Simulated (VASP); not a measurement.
```
CELL_PARAMETERS angstrom
      0.00000     3.45038     3.45038
      3.45038     0.00000     3.45038
      3.45038     3.45038     0.00000
ATOMIC_POSITIONS crystal
  Mg 0.75000 0.75000 0.75000
  Cu 0.87350 0.37550 0.37550
  Cu 0.37550 0.37550 0.87350
  Cu 0.37550 0.87350 0.37550
  Cu 0.37550 0.37550 0.37550
  Sn 0.00000 0.00000 0.00000
```

Method: PBEsol GGA, VASP's PBE PAW potentials (set 64) (plane waves; VASP). Numerical set-up: 300 eV cut-off, 9×9×9 Γ-centred mesh, Fermi-Dirac smearing of 0.10 eV, potentials Mg Cu Sn_d.

At this cut-off the stress carries a Pulay error, which pulls relaxed volumes low.

Q: Give the stress tensor in GPa (positive for a compressed cell).

A: 
```
2.01  0.00  0.00
0.00  2.01  0.00
0.00  0.00  2.01
```
The pressure is its mean diagonal, 2.01 GPa.

The structure comes from a computed database's MgCu4Sn entry; how it stands against other phases isn't given here. The cell was not relaxed at this level.
